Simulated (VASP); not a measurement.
Wanted: the native input for a VASP 6.6.1 run.

```
Task                   : relaxation of cell and atoms
Functional             : LDA
Potentials or basis    : VASP PAW LDA potentials, release 64 (Ti_sv, Nb_sv)
Cutoff                 : 600 eV
k mesh                 : 6 × 6 × 6
Occupations            : gaussian, width 0.1 eV
Spin                   : no spin polarisation
Dipole correction      : no
Further INCAR settings : ALGO = Normal; EDIFF = 1e-07; IBRION = 2; EDIFFG = -0.05; NSW = 100; ISIF = 3
```

The structure of Ti3Nb lies in POSCAR:

```
Ti3Nb
1.0
    4.1334330000      0.0000000000      0.0000000000
    0.0000000000      4.1334330000      0.0000000000
    0.0000000000      0.0000000000      4.1334330000
Ti Nb
3 1
Direct
    0.0000000000      0.5000000000      0.5000000000
    0.5000000000      0.0000000000      0.5000000000
    0.5000000000      0.5000000000      0.0000000000
    0.0000000000      0.0000000000      0.0000000000
```

The cell comes from a database or a generator and needn't be the stable form of this composition.

One way to write it, as run:

INCAR

```
SYSTEM = Ti3Nb
ALGO     = Normal         ! electronic algorithm
EDIFF    = 1E-7           ! SCF threshold, eV
EDIFFG   = -0.05          ! ionic threshold
ENCUT    = 600            ! plane-wave cutoff, eV
IBRION   = 2              ! ionic algorithm
ISIF     = 3              ! what is computed and relaxed
ISMEAR   = 0              ! smearing method
LASPH    = .True.         ! aspherical terms in the spheres
LCHARG   = .False.        ! write CHGCAR
LREAL    = .False.        ! projectors in reciprocal space
LWAVE    = .False.        ! write WAVECAR
NELM     = 100            ! most SCF steps
NSW      = 100            ! ionic steps
PREC     = Accurate       ! precision mode
SIGMA    = 0.1            ! smearing width, eV
```

KPOINTS

```
k-points
0
Gamma
  6 6 6
  0 0 0
```

Potentials or basis: VASP PAW LDA potentials, release 64 (Ti_sv, Nb_sv).

Run with:

```bash
$ cat potpaw_LDA.64/Ti_sv/POTCAR potpaw_LDA.64/Nb_sv/POTCAR > POTCAR
$ mpirun -np 1 vasp_std > vasp.out
```

It gave:

- Relaxed volume: 16.37 Å³/atom
- Relaxed cell: a = 4.030 Å, b = 4.030 Å, c = 4.030 Å, α = 90.00°, β = 90.00°, γ = 90.00°
- Space group after relaxing (to 0.05 Å): Pm-3m (No. 221)
- Energy gained by relaxing: 40.2 meV/atom
- Ionic steps: 3
- Pressure after relaxing: -0.1 GPa
- Band gap on the k mesh: none (metal or under the smearing width)

Run time: 2.4 min on 1 thread of Intel(R) Xeon(R) Platinum 8488C (Sapphire Rapids) (shared host), peak memory 0.2 GiB.
